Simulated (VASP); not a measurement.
VASP runs on Hf (hcp) share one base input (PBE GGA, plane waves, VASP's PBE PAW potentials (set 64)) and change the settings named in each case.

File POSCAR:
```
Hf
1
    1.6269000000    -2.8178730000     0.0000000000
    1.6269000000     2.8178730000     0.0000000000
    0.0000000000     0.0000000000     5.1510000000
Hf
2
Direct
  0.3333330000   0.6666670000   0.2500000000
  0.6666670000   0.3333330000   0.7500000000
```

**INCAR**
```
GGA = PE
ENCUT = 400   ! plane-wave cut-off (eV)
ISMEAR = 1   ! Methfessel-Paxton
LASPH = .True.   ! aspherical one-centre terms
SIGMA = 0.1   ! width (eV)
ALGO = Normal   ! blocked Davidson
SYSTEM = Hf
NELM = 100
LCHARG = .False.
LREAL = .False.
EDIFF = 1E-6   ! SCF stop (eV)
LMAXMIX = 6   ! l cut-off of mixed one-centre charges
LWAVE = .False.
PREC = Accurate
ISIF = 2
```

File KPOINTS:
```
Automatic mesh
0
Gamma
12 12 7
0 0 0
```

POTCAR, in this order: Hf_pv (PBE.64 set). Program: vasp_std.

```json
[
 {"change": "base run", "E(σ→0) (eV/atom)": "-9.9055", "pressure (GPa)": "-5.06", "−TS (eV)": "0.0003", "irreducible k-points": "76"},
 {"change": "KPOINTS 1×1×1 Γ-centred mesh", "E(σ→0) (eV/atom)": "-9.6695", "pressure (GPa)": "31.46", "−TS (eV)": "-0.0636", "irreducible k-points": "1"},
 {"change": "KPOINTS 2×2×1 Γ-centred mesh", "E(σ→0) (eV/atom)": "-10.2940", "pressure (GPa)": "-5.39", "−TS (eV)": "-0.0200", "irreducible k-points": "2"},
 {"change": "KPOINTS 7×7×4 Γ-centred mesh", "E(σ→0) (eV/atom)": "-9.9069", "pressure (GPa)": "-5.01", "−TS (eV)": "0.0033", "irreducible k-points": "24"},
 {"change": "KPOINTS 9×9×5 Γ-centred mesh", "E(σ→0) (eV/atom)": "-9.9063", "pressure (GPa)": "-5.32", "−TS (eV)": "-0.0002", "irreducible k-points": "36"},
 {"change": "KPOINTS 11×11×6 Γ-centred mesh", "E(σ→0) (eV/atom)": "-9.9052", "pressure (GPa)": "-4.92", "−TS (eV)": "-0.0007", "irreducible k-points": "64"},
 {"change": "KPOINTS 14×14×8 Γ-centred mesh", "E(σ→0) (eV/atom)": "-9.9055", "pressure (GPa)": "-5.22", "−TS (eV)": "0.0003", "irreducible k-points": "120"},
 {"change": "KPOINTS 17×17×10 Γ-centred mesh", "E(σ→0) (eV/atom)": "-9.9058", "pressure (GPa)": "-5.08", "−TS (eV)": "0.0007", "irreducible k-points": "198"}
]
```
 Unless said otherwise, spin-orbit coupling is left out, though it shifts the bands of the heavy elements here.

Left out are runs that ran out of time, are held back, or changed the cell or the kind of run, fixed moments of cells without a moment, rows past the twelfth, gaps on odd meshes, pressures of charged cells and columns that move by less than the noise.

The compound is Hf in the hcp structure. The cell was not relaxed at this level.
